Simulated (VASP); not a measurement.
All values below come from PBE GGA, VASP's PBE PAW potentials (set 64) (plane waves; VASP).

Input for VASP

### INCAR
```
ALGO = Normal
EDIFF = 1E-6
ENCUT = 150
GGA = PE
ISIF = 2
ISMEAR = 1
LASPH = .True.
LCHARG = .False.
LMAXMIX = 6
LREAL = .False.
LWAVE = .False.
NELM = 100
PREC = Accurate
SIGMA = 0.1
SYSTEM = Au
```

POSCAR:
```
Au
2.8849960
  0.0000000000   0.7071066996   0.7071066996
  0.7071066996   0.0000000000   0.7071066996
  0.7071066996   0.7071066996   0.0000000000
Au
1
Cartesian
  0.0000000000   0.0000000000   0.0000000000
```

### KPOINTS
```
kpoints
0
G
 14 14 14
0 0 0
```

POTCAR, in this order: Au (PBE.64 set). Program: vasp_std.

At this cut-off the stress carries a Pulay error, which pulls relaxed volumes low. Unless said otherwise, spin-orbit coupling is left out, though it shifts the bands of the heavy elements here.

Problem. Estimate the energy per atom (σ→0), pressure, band gap (on the k-mesh).

Solution. 
| Item | Value |
|---|---|
| energy per atom (σ→0) | -2.661 eV/atom |
| band gap (on the k-mesh) | none (metal, semimetal or under 0.01 eV) |
| pressure | -2136.5 kbar |

**OSZICAR**
```
...
DAV:   5    -0.378654497902E+01   -0.24090E-07   -0.25016E-07  1990   0.369E-03    0.193E+01
DAV:   6    -0.275070948462E+01    0.10358E+01   -0.28266E+00  1923   0.142E+01    0.667E+00
DAV:   7    -0.265999233058E+01    0.90717E-01   -0.44702E-01  1961   0.565E+00    0.130E+00
DAV:   8    -0.266103306918E+01   -0.10407E-02   -0.30978E-03  1924   0.454E-01    0.222E-01
DAV:   9    -0.266081480261E+01    0.21827E-03   -0.91777E-04  2053   0.260E-01    0.373E-02
DAV:  10    -0.266080797616E+01    0.68264E-05   -0.18512E-06  1970   0.119E-02    0.695E-03
DAV:  11    -0.266080704331E+01    0.93285E-06   -0.34178E-07   978   0.563E-03
   1 F= -.26608070E+01 E0= -.26607122E+01  d E =-.284511E-03
```

The compound is Au in the fcc structure. The cell was not relaxed at this level. The run is one of a series of settings (ENCUT = 150 against the base run), some of them coarse on purpose.
